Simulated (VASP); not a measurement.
Given:

```xyz
5
Lattice="-2.1946 2.1946 5.0298 2.1946 -2.1946 5.0298 2.1946 2.1946 -5.0298" Properties=species:S:1:pos:R:3 pbc="T T T"
Sr     0.0000     0.0000    10.0595
Si     0.0000     0.0000     6.2189
Si     2.1946     2.1946    -1.1891
Au     0.0000     2.1946     2.5149
Au     2.1946     0.0000     2.5149
```

Method: PBEsol GGA, VASP's PBE PAW potentials (set 64) (plane waves; VASP 6.6.1). Numerical set-up: 400 eV cut-off, 11×11×11 Γ-centred mesh, tetrahedra with Blöchl corrections, potentials Sr_sv Si Au.

The cores are frozen, which limits the accuracy of field gradients.

Give the principal components of the electric field gradient (V/Å²) and the asymmetry η at each nucleus.

```tsv
atom	Vxx	Vyy	Vzz	η
Sr1	2.3	2.3	-4.5	0.00
Si2	-0.2	-0.2	0.5	-
Si3	-0.2	-0.2	0.5	-
Au4	19.5	19.5	-39.0	0.00
Au5	19.5	19.5	-39.0	0.00
```

The structure comes from a computed database's Au2SrSi2 entry (I4/mmm); how it stands against other phases isn't given here. It was relaxed first.
